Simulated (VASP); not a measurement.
Write the native input for VASP 6.6.1 that does the following.

| Item | Value |
| --- | --- |
| Task | relaxation of cell and atoms |
| Functional | PBE |
| Potentials or basis | VASP PAW PBE potentials, release 64 (Ni, Mo_sv, Pd, Ir, W_sv) |
| Cutoff | 520 eV |
| k mesh | 9 × 9 × 2 |
| Occupations | gaussian, width 0.15 eV |
| Spin | no spin polarisation |
| Further INCAR settings | PREC = Normal; LREAL = Auto; ALGO = Fast; EDIFF = 1e-05; ISYM = 0; IBRION = 2; EDIFFG = -0.03; NSW = 110; ISIF = 3 |

The structure of NiMoIrPdW lies in POSCAR:

```
NiMoIrPdW
1.0
    5.4657908800      0.0730330500      0.0762619200
   -1.3348234800      2.3850222600      0.0102872000
    0.1518647100      0.1349883700     11.1091186000
Ni Mo Pd Ir W
2 2 2 2 2
Direct
    0.1735862100      0.7277416000      0.6123428000
    0.6752790400      0.6506676200      0.6084421800
    0.0217567500      0.9339144700      0.4212488100
    0.5065482400      0.0488346900      0.3946406900
    0.3537392200      0.3667614300      0.8091974300
    0.8572483700      0.3028225700      0.7923206300
    0.3243899400      0.2449049000      0.2050294200
    0.8549826300      0.3334041600      0.2129566200
    0.1863270100      0.6818288700      0.0037728500
    0.6624079600      0.6886844200      0.9979232300
```

The cell was built by a generator and needn't be a form met in nature.

These files were run (other wordings do the same):

INCAR

```
PREC = Normal
ENCUT = 520
EDIFF = 1E-5
ISMEAR = 0
SIGMA = 0.15
LREAL = Auto
LASPH = T
NELM = 80
ALGO = Fast
ISIF = 3
LWAVE = F
LCHARG = F
GGA = PE
IBRION = 2
NSW = 110
EDIFFG = -0.03
ISYM = 0
KPAR = 8
```

KPOINTS

```
regular mesh
0
Gamma
  9 9 2
```

Potentials or basis: VASP PAW PBE potentials, release 64 (Ni, Mo_sv, Pd, Ir, W_sv).

Command:

```console
$ cat potpaw_PBE.64/Ni/POTCAR potpaw_PBE.64/Mo_sv/POTCAR potpaw_PBE.64/Pd/POTCAR potpaw_PBE.64/Ir/POTCAR potpaw_PBE.64/W_sv/POTCAR > POTCAR
$ mpirun -np 8 vasp_std > vasp.out
```

Results of the run:

```
Relaxed volume                         : 14.64 Å³/atom
Relaxed cell                           : a = 5.544 Å, b = 2.764 Å, c = 11.024 Å, α = 90.01°, β = 89.98°, γ = 119.91°
Space group after relaxing (to 0.05 Å) : P3m1 (No. 156)
Energy gained by relaxing              : 124.6 meV/atom
Ionic steps                            : 54
Pressure after relaxing                : -0.1 GPa
Largest force after relaxing           : 0.022 eV/Å
Band gap on the k mesh                 : none (metal or under the smearing width)
```

It took 30 min on 8 MPI ranks on Intel(R) Xeon(R) Platinum 8559C (Emerald Rapids), with other jobs on the host, peak memory 0.58 GiB a rank.
